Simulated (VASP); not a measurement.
Given:

```
CELL_PARAMETERS angstrom
      1.50381    -2.60467     0.00000
      1.50381     2.60467     0.00000
      0.00000     0.00000     5.93379
ATOMIC_POSITIONS crystal
  Cd 0.33333 0.66667 0.25000
  Cd 0.66667 0.33333 0.75000
```

Level of theory: PBE GGA, VASP's PBE PAW potentials (set 64) (plane waves; VASP 6.6.1). Settings: 500 eV cut-off, 14×14×6 Γ-centred mesh, first-order Methfessel-Paxton smearing of 0.10 eV, potentials Cd.

Question: Predict the energy per atom (σ→0), band gap (on the k-mesh) with the smallest direct gap where there is one.

Answer: 
```json
{
  "band gap (on the k-mesh)": "none (metal, semimetal or under 0.01 eV)",
  "energy per atom (σ→0)": "-0.741 eV/atom"
}
```

Only differences to runs with the same potentials and settings are physical.

The compound is Cd in the hcp structure. It was relaxed first, which changed the volume by +8 %.
